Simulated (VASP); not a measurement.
Given:

```xyz
4
Lattice="2.0939 1.2089 6.8950 -2.0939 1.2089 6.8950 0.0000 -2.4178 6.8950" Properties=species:S:1:pos:R:3 pbc="T T T"
Ga     0.0000     0.0000     2.4192
Ga     0.0000     0.0000    13.0768
Bi     0.0000     0.0000    10.3669
As     0.0000     0.0000    20.6783
```

These are LDA (Ceperley-Alder, Perdew-Zunger), VASP's LDA PAW potentials (set 64) (plane waves; VASP) values and carry that method's errors. Settings: 400 eV cut-off, Gaussian smearing of 0.050 eV, potentials Ga_d Bi_d As.

**Question.** Give the energies of bands 18 to 26 at the high-symmetry points, in eV from the Fermi level.

**Answer.** 
| band | Γ | T | H2 | L | S0 | F |
|---|---|---|---|---|---|---|
| 18 | -7.05 | -5.00 | -7.17 | -6.95 | -7.16 | -7.36 |
| 19 | -1.88 | -4.62 | -6.73 | -6.54 | -6.73 | -6.90 |
| 20 | -1.88 | -1.78 | -4.37 | -3.77 | -4.43 | -3.19 |
| 21 | -1.35 | -1.78 | -3.73 | -3.46 | -3.72 | -3.08 |
| 22 | -0.51 | -0.43 | -2.74 | -2.94 | -2.81 | -1.49 |
| 23 | 0.19 | -0.19 | -2.24 | -1.75 | -2.25 | -1.24 |
| 24 | 0.19 | -0.19 | 1.42 | 0.82 | 1.22 | -0.24 |
| 25 | 0.23 | 1.20 | 1.64 | 1.88 | 2.39 | 0.68 |
| 26 | 2.75 | 3.40 | 3.83 | 3.54 | 3.33 | 0.82 |

It has no gap at this level: it comes out as a metal or semimetal.

The structure comes from a computed database's Ga2BiAs entry (R3m); how it stands against other phases isn't given here. It was relaxed first, which changed the volume by -9 %.
